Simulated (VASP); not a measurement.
Input:

```xyz
10
Lattice="2.8217 0.0000 0.0000 0.0000 3.9905 0.0000 0.0000 0.0000 24.7753" Properties=species:S:1:pos:R:3 pbc="T T T"
Al     1.4108     0.0000     8.3972
Al     1.4108     1.9952    10.3924
Al     1.4108     0.0000    12.3877
Al     1.4108     1.9952    14.3829
Al     1.4108     0.0000    16.3781
Co     0.0000     1.9952     8.3972
Co     0.0000     0.0000    10.3924
Co     0.0000     1.9952    12.3877
Co     0.0000     0.0000    14.3829
Co     0.0000     1.9952    16.3781
```

All values below come from r2SCAN meta-GGA, VASP's PBE PAW potentials (set 64) (plane waves; VASP). Settings: PREC = Normal, EDIFF = 1E-5, 400 eV cut-off, 10×7×1 Γ-centred mesh, first-order Methfessel-Paxton smearing of 0.10 eV, potentials Al Co.

Q: The ions are relaxed. Which structure does the run end with?

A: 
```xyz
10
Lattice="2.8217 0.0000 0.0000 0.0000 3.9905 0.0000 0.0000 0.0000 24.7753" Properties=species:S:1:pos:R:3 pbc="T T T"
Al     1.4108     0.0000     8.3101
Al     1.4108     1.9952    10.3850
Al     1.4108     0.0000    12.3877
Al     1.4108     1.9952    14.3903
Al     1.4108     0.0000    16.4652
Co     0.0000     1.9952     8.4777
Co     2.8217     3.9905    10.4115
Co     0.0000     1.9952    12.3877
Co     0.0000     0.0000    14.3638
Co     0.0000     1.9952    16.2976
```

Q: How much energy does the relaxation gain?

A: The energy (σ→0) changes by -13.4 meV/atom, in 8 ionic steps.

The cell is a thin slab with vacuum, built from CoAl (CsCl type): (110) face. The run is not spin-polarised, so no magnetic state was tried.
